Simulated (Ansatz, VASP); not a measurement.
# Cross-check of TaN between VASP and Ansatz

Aim: how closely do two programs agree when they are given the same cell, functional and k mesh? The cell is taken from a series of runs on this material, whose earlier steps may have relaxed, scaled, displaced or heated it; both programs get it as it stands.

Program: Ansatz 0.2.0. Level of theory: plane waves, with VASP 6.6.1 beside it; zone-centre phonons at PBEsol. Results are calculated unless marked as measured.

## Step 1: Set-up

Symmetry: P-62m, No. 189, hexagonal system. Conventional cell: a = 5.064 Å, b = 5.064 Å, c = 2.846 Å, α = 90.00°, β = 90.00°, γ = 120.00°. Nearest to N lie 5 Ta at 2.01 to 2.11 Å. Nearest to Ta lie 6 N at 2.11 Å. Nearest to Ta lie 3 N at 2.01 Å. Farther neighbours and most contacts between anions are not listed.

## Step 2: VASP: zone-centre phonons, PBEsol

Second derivatives magnify differences that forces hide, and they need a tight electronic threshold.

Lines of VASP's logs that name or quote its potential files are left out, and so is its time.

INCAR reads:

```
SYSTEM = TaN
PREC = Accurate
ENCUT = 600
EDIFF = 1E-08
NELM = 120
ISMEAR = 1
SIGMA = 0.2
LREAL = .FALSE.
ALGO = Normal
GGA = PS
NBANDS = 30
LASPH = .TRUE.
LORBIT = 11
LWAVE = .FALSE.
LCHARG = .FALSE.
ISIF = 2
IBRION = 8
GGA_COMPAT = .FALSE.
KPAR = 2
```

POSCAR reads:

```
TaN
1.0
    5.0642614800      0.0000000000      0.0000000000
   -2.5321307400      4.3857790931      0.0000000000
    0.0000000000      0.0000000000      2.8455624180
N Ta
3 3
Direct
    0.3960650099      0.0000000000      0.0000000000
    0.6039349901      0.6039349901      0.0000000000
    0.0000000000      0.3960650099      0.0000000000
    0.3333333333      0.6666666667      0.5000000000
    0.6666666667      0.3333333333      0.5000000000
    0.0000000000      0.0000000000      0.0000000000
```

KPOINTS reads:

```
Automatic mesh
0
Gamma
9 9 12
0 0 0
```

Potentials, in the order of the species: N and Ta_pv (PBE family, release 64).

Run with:

```bash
mpirun -np 2 vasp_std
```

Numbers of over 12 decimals in the logs are rounded to 6 here.

Log:

```text
[banner, memory and clock lines left out]
running    2 mpi-ranks, on    1 nodes
 distrk:  each k-point on    1 cores,    2 groups
 distr:  one band on    1 cores,    1 groups

 POSCAR found type information on POSCAR N Ta
 POSCAR found :  2 types and       6 ions
|                                                                             |
|               ----> ADVICE to this user running VASP <----                  |
|                                                                             |
|     You enforced a specific xc type in the INCAR file but a different       |
|     [... a line on the potential file left out ...]
|     I HOPE YOU KNOW WHAT YOU ARE DOING!                                     |
|                                                                             |

 LDA part: xc-table for (Slater+PW92), standard interpolation
 POSCAR, INCAR and KPOINTS ok, starting setup
 FFT: planning ... GRIDC
 FFT: planning ... GRID_SOFT
 FFT: planning ... GRID
 WAVECAR not read
 entering main loop
       N       E                     dE             d eps       ncg     rms          rms(c)
DAV:   1     0.488416601818E+03    0.48842E+03   -0.28864E+04  5040   0.189E+03
DAV:   2    -0.461435757188E+02   -0.53456E+03   -0.51416E+03  5728   0.527E+02
DAV:   3    -0.795705106888E+02   -0.33427E+02   -0.32895E+02  6204   0.125E+02
DAV:   4    -0.802663520309E+02   -0.69584E+00   -0.69125E+00  6176   0.175E+01
DAV:   5    -0.802826467288E+02   -0.16295E-01   -0.16281E-01  6266   0.213E+00    0.507E+01
DAV:   6    -0.714066037949E+02    0.88760E+01   -0.48454E+01  6446   0.408E+01    0.223E+01
DAV:   7    -0.712231296994E+02    0.18347E+00   -0.18994E+00  6078   0.886E+00    0.117E+01
DAV:   8    -0.711564436221E+02    0.66686E-01   -0.27686E-01  5996   0.374E+00    0.832E-01
DAV:   9    -0.711464627103E+02    0.99809E-02   -0.31559E-02  6414   0.154E+00    0.346E-01
DAV:  10    -0.711461957551E+02    0.26696E-03   -0.12748E-02  6336   0.618E-01    0.159E-01
DAV:  11    -0.711458546649E+02    0.34109E-03   -0.32910E-03  6304   0.338E-01    0.396E-02
DAV:  12    -0.711458349888E+02    0.19676E-04   -0.18012E-04  6256   0.863E-02    0.132E-02
DAV:  13    -0.711458343950E+02    0.59384E-06   -0.79100E-06  6652   0.187E-02    0.420E-03
DAV:  14    -0.711458342901E+02    0.10490E-06   -0.54863E-07  6488   0.515E-03    0.103E-03
DAV:  15    -0.711458342377E+02    0.52346E-07   -0.59347E-08  5614   0.183E-03    0.336E-04
DAV:  16    -0.711458342313E+02    0.64729E-08   -0.41463E-09  3978   0.496E-04
   1 F= -.71145834E+02 E0= -.71146860E+02  d E =0.307759E-02
 Linear response reoptimize wavefunctions to high precision
DAV:   1    -0.711458342295E+02    0.18063E-08   -0.67932E-10  3996   0.226E-04
DAV:   2    -0.711458342294E+02    0.90949E-11   -0.17100E-10  3846   0.974E-05
 Linear response DOF=           7
 Linear response progress:
  Degree of freedom:   1/  7
       N       E                     dE             d eps       ncg     rms          rms(c)
RMM:   1    -0.254550315143E+00   -0.25455E+00    0.12752E-01 22485   0.246E+00
RMM:   2    -0.246278320014E+00    0.82720E-02   -0.12567E-02 17573   0.493E-01    0.412E-01
RMM:   3    -0.247240566032E+00   -0.96225E-03   -0.41869E-03 17878   0.229E-01    0.244E-01
RMM:   4    -0.248470678636E+00   -0.12301E-02   -0.78610E-04 17415   0.121E-01    0.681E-02
RMM:   5    -0.248759782131E+00   -0.28910E-03   -0.11343E-04 19349   0.425E-02    0.252E-02
RMM:   6    -0.248750346848E+00    0.94353E-05   -0.14967E-05 19726   0.156E-02    0.512E-03
RMM:   7    -0.248716524873E+00    0.33822E-04   -0.11867E-06 17783   0.612E-03    0.103E-03
RMM:   8    -0.248716448360E+00    0.76513E-07   -0.84464E-07 20397   0.207E-03    0.539E-04
RMM:   9    -0.248717969739E+00   -0.15214E-05   -0.41475E-07 19995   0.665E-04    0.193E-04
RMM:  10    -0.248717753358E+00    0.21638E-06    0.79073E-08 20043   0.277E-04    0.732E-05
RMM:  11    -0.248717783576E+00   -0.30218E-07   -0.57917E-08 20562   0.149E-04    0.232E-05
RMM:  12    -0.248717813181E+00   -0.29605E-07   -0.22232E-08 20877   0.100E-04    0.471E-06
RMM:  13    -0.248717801020E+00    0.12161E-07   -0.26690E-08 21309   0.829E-05    0.291E-06
RMM:  14    -0.248717801255E+00   -0.23450E-09   -0.30298E-08 20253   0.769E-05    0.888E-07
 first order change of Fermi-energy  -0.16273E-01
 force on displaced ion       1 direction 1 : -23.920   0.000   0.000
 Linear response progress:
  Degree of freedom:   2/  7
       N       E                     dE             d eps       ncg     rms          rms(c)
RMM:   1    -0.253901880578E+00   -0.25390E+00    0.15083E-01 36895   0.248E+00
RMM:   2    -0.245890990590E+00    0.80109E-02   -0.15003E-02 28656   0.519E-01    0.456E-01
RMM:   3    -0.246725052161E+00   -0.83406E-03   -0.39937E-03 30206   0.251E-01    0.285E-01
[...]
RMM:  11    -0.233363675411E+00   -0.70966E-07   -0.13878E-08 30804   0.114E-04    0.103E-05
RMM:  12    -0.233363728078E+00   -0.52666E-07   -0.15450E-08 32845   0.820E-05    0.407E-06
RMM:  13    -0.233363716572E+00    0.11505E-07    0.91311E-09 33484   0.720E-05    0.327E-06
RMM:  14    -0.233363717074E+00   -0.50199E-09   -0.11875E-08 30502   0.680E-05    0.855E-07
 first order change of Fermi-energy  -0.96128E-04
 force on displaced ion       1 direction 3 :   0.001   0.000 -21.610
 Linear response progress:
  Degree of freedom:   4/  7
[...]
RMM:  26    -0.204066192773E+00    0.37176E-08   -0.26078E-07 34776   0.118E-04    0.263E-07
RMM:  27    -0.204066196580E+00   -0.38067E-08   -0.28591E-07 34692   0.118E-04    0.302E-07
 first order change of Fermi-energy  -0.44473E-03
 force on displaced ion       4 direction 1 : -33.889  -0.002   0.000
 Linear response progress:
  Degree of freedom:   5/  7
       N       E                     dE             d eps       ncg     rms          rms(c)
RMM:   1    -0.140961774917E+00   -0.14096E+00    0.10383E+01 10780   0.197E+01
RMM:   2    -0.167017550358E+00   -0.26056E-01   -0.39897E-02 17131   0.126E+00    0.141E-01
RMM:   3    -0.166382607957E+00    0.63494E-03   -0.71096E-03 18839   0.327E-01    0.763E-02
RMM:   4    -0.165766111866E+00    0.61650E-03   -0.88789E-04 21336   0.123E-01    0.265E-02
RMM:   5    -0.165574091474E+00    0.19202E-03   -0.75023E-05 21447   0.309E-02    0.737E-03
RMM:   6    -0.165521303254E+00    0.52788E-04   -0.35759E-05 20629   0.104E-02    0.128E-03
RMM:   7    -0.165520010608E+00    0.12926E-05   -0.14444E-05 21003   0.410E-03    0.491E-04
RMM:   8    -0.165520062695E+00   -0.52087E-07   -0.12249E-05 20924   0.188E-03    0.136E-04
RMM:   9    -0.165520950180E+00   -0.88749E-06   -0.78575E-06 22075   0.943E-04    0.733E-05
RMM:  10    -0.165521370125E+00   -0.41995E-06   -0.46663E-06 19819   0.587E-04    0.278E-05
RMM:  11    -0.165521651282E+00   -0.28116E-06   -0.28957E-06 21214   0.388E-04    0.140E-05
RMM:  12    -0.165521676834E+00   -0.25552E-07   -0.16147E-06 22110   0.264E-04    0.614E-06
RMM:  13    -0.165521742749E+00   -0.65915E-07   -0.11504E-06 21239   0.207E-04    0.290E-06
RMM:  14    -0.165521764596E+00   -0.21847E-07   -0.59884E-07 22200   0.170E-04    0.245E-06
RMM:  15    -0.165521759160E+00    0.54359E-08   -0.48001E-07 22197   0.145E-04    0.149E-06
RMM:  16    -0.165521803490E+00   -0.44330E-07   -0.22557E-07 21798   0.135E-04    0.372E-06
RMM:  17    -0.165521745715E+00    0.57775E-07   -0.19921E-07 22090   0.127E-04    0.384E-06
RMM:  18    -0.165521740909E+00    0.48057E-08   -0.60064E-08 22797   0.116E-04    0.451E-06
 first order change of Fermi-energy   0.18227E-03
 force on displaced ion       4 direction 3 :   0.000   0.000 -29.352
 Linear response progress:
  Degree of freedom:   6/  7
       N       E                     dE             d eps       ncg     rms          rms(c)
RMM:   1    -0.177743526610E+00   -0.17774E+00    0.10803E+01 10859   0.188E+01
RMM:   2    -0.209693367415E+00   -0.31950E-01   -0.52614E-02 16848   0.129E+00    0.312E-01
RMM:   3    -0.209368435691E+00    0.32493E-03   -0.90958E-03 18848   0.312E-01    0.185E-01
RMM:   4    -0.208865353567E+00    0.50308E-03   -0.94183E-04 19555   0.136E-01    0.606E-02
RMM:   5    -0.208743063841E+00    0.12229E-03   -0.14326E-04 20622   0.444E-02    0.251E-02
RMM:   6    -0.208682985576E+00    0.60078E-04   -0.37081E-05 20676   0.185E-02    0.489E-03
RMM:   7    -0.208678163753E+00    0.48218E-05   -0.29377E-06 20241   0.109E-02    0.253E-03
RMM:   8    -0.208677660245E+00    0.50351E-06    0.20801E-06 19968   0.569E-03    0.651E-04
RMM:   9    -0.208679635647E+00   -0.19754E-05    0.26621E-06 20484   0.234E-03    0.586E-04
RMM:  10    -0.208680477571E+00   -0.84192E-06    0.17936E-06 20050   0.162E-03    0.195E-04
RMM:  11    -0.208681217496E+00   -0.73993E-06    0.10124E-06 21128   0.760E-04    0.187E-04
RMM:  12    -0.208681378320E+00   -0.16082E-06    0.77222E-07 20082   0.570E-04    0.298E-05
RMM:  13    -0.208681481982E+00   -0.10366E-06    0.51768E-07 21776   0.350E-04    0.282E-05
RMM:  14    -0.208681668535E+00   -0.18655E-06    0.18875E-07 20696   0.250E-04    0.113E-05
[...]
RMM:  20    -0.208681785574E+00   -0.20753E-07    0.14246E-07 23039   0.119E-04    0.603E-07
RMM:  21    -0.208681778293E+00    0.72816E-08    0.15021E-07 22062   0.114E-04    0.715E-07
RMM:  22    -0.208681784310E+00   -0.60177E-08    0.14930E-07 21718   0.112E-04    0.388E-07
RMM:  23    -0.208681787817E+00   -0.35068E-08    0.14596E-07 22174   0.110E-04    0.254E-07
RMM:  24    -0.208681792473E+00   -0.46558E-08    0.13711E-07 22108   0.109E-04    0.119E-07
RMM:  25    -0.208681794760E+00   -0.22872E-08    0.13014E-07 21697   0.108E-04    0.159E-07
RMM:  26    -0.208681794072E+00    0.68786E-09    0.12483E-07 20632   0.108E-04    0.138E-07
RMM:  27    -0.208681795154E+00   -0.10812E-08    0.12613E-07 20572   0.107E-04    0.758E-08
 first order change of Fermi-energy  -0.41732E-03
 force on displaced ion       6 direction 1 : -33.377  -0.000   0.000
 Linear response progress:
  Degree of freedom:   7/  7
       N       E                     dE             d eps       ncg     rms          rms(c)
RMM:   1    -0.125848215855E+00   -0.12585E+00    0.12948E+01  8102   0.168E+01
RMM:   2    -0.151466182534E+00   -0.25618E-01   -0.34085E-02 11165   0.102E+00    0.144E-01
RMM:   3    -0.150133114256E+00    0.13331E-02   -0.51066E-03 12563   0.267E-01    0.715E-02
RMM:   4    -0.149187192660E+00    0.94592E-03   -0.78087E-04 13841   0.114E-01    0.328E-02
RMM:   5    -0.148801284203E+00    0.38591E-03   -0.57343E-05 14384   0.321E-02    0.310E-03
RMM:   6    -0.148816138854E+00   -0.14855E-04   -0.73835E-06 13713   0.924E-03    0.129E-03
RMM:   7    -0.148820580230E+00   -0.44414E-05   -0.16214E-06 14735   0.304E-03    0.424E-04
RMM:   8    -0.148823982400E+00   -0.34022E-05   -0.96260E-07 14716   0.115E-03    0.806E-05
RMM:   9    -0.148824664777E+00   -0.68238E-06   -0.67996E-07 15240   0.588E-04    0.308E-05
RMM:  10    -0.148824934763E+00   -0.26999E-06   -0.31148E-07 14621   0.359E-04    0.145E-05
RMM:  11    -0.148825108822E+00   -0.17406E-06   -0.19624E-07 15069   0.246E-04    0.685E-06
RMM:  12    -0.148825139058E+00   -0.30237E-07   -0.96923E-08 14964   0.179E-04    0.368E-06
RMM:  13    -0.148825170670E+00   -0.31612E-07   -0.74516E-08 14977   0.145E-04    0.290E-06
RMM:  14    -0.148825271691E+00   -0.10102E-06   -0.39079E-08 14505   0.129E-04    0.498E-06
RMM:  15    -0.148825196476E+00    0.75215E-07   -0.31441E-08 14451   0.115E-04    0.295E-06
RMM:  16    -0.148825223893E+00   -0.27417E-07   -0.18570E-08 14550   0.104E-04    0.106E-06
RMM:  17    -0.148825235189E+00   -0.11296E-07   -0.16886E-08 14605   0.988E-05    0.553E-07
RMM:  18    -0.148825237548E+00   -0.23597E-08   -0.11356E-08 13103   0.955E-05    0.579E-07
 first order change of Fermi-energy   0.51181E-03
 force on displaced ion       6 direction 3 :   0.000  -0.000 -12.398
 Linear response finished
```

(Part 1 of 2 ends here.)

[Lines on the potential files, build, host, timing and source positions are cut from VASP's logs without a mark.]

[Logs are printed without paths, hosts, clocks, repeated set-up lines and the standing remarks that a program may print on its own settings, such as how far it seeks lower states.]

[Hosts, paths, dates, database ids (printed as entryN), source tags and the programs' standing remarks are cut or masked in the printed files.]
